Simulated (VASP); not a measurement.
```yaml
crystal:
  lattice:
    - [0.00000, 1.78872, 1.78872]
    - [1.78872, 0.00000, 1.78872]
    - [1.78872, 1.78872, 0.00000]
  atoms:
    - { symbol: Cu, position: [0.00000, 0.00000, 0.00000] }
```

Computed with PBE GGA, VASP's PBE PAW potentials (set 64) (plane waves; VASP). Run with 300 eV cut-off, 16×16×16 Γ-centred mesh, Fermi-Dirac smearing of 0.10 eV, potentials Cu.

At this cut-off the stress carries a Pulay error, which pulls relaxed volumes low.

Q: Give the stress tensor in GPa (positive for a compressed cell).

A: 
```
4.46  0.00  0.00
0.00  4.46  0.00
0.00  0.00  4.46
```
The pressure is its mean diagonal, 4.46 GPa.

The structure comes from a computed database's Cu entry; how it stands against other phases isn't given here. The cell was not relaxed at this level.
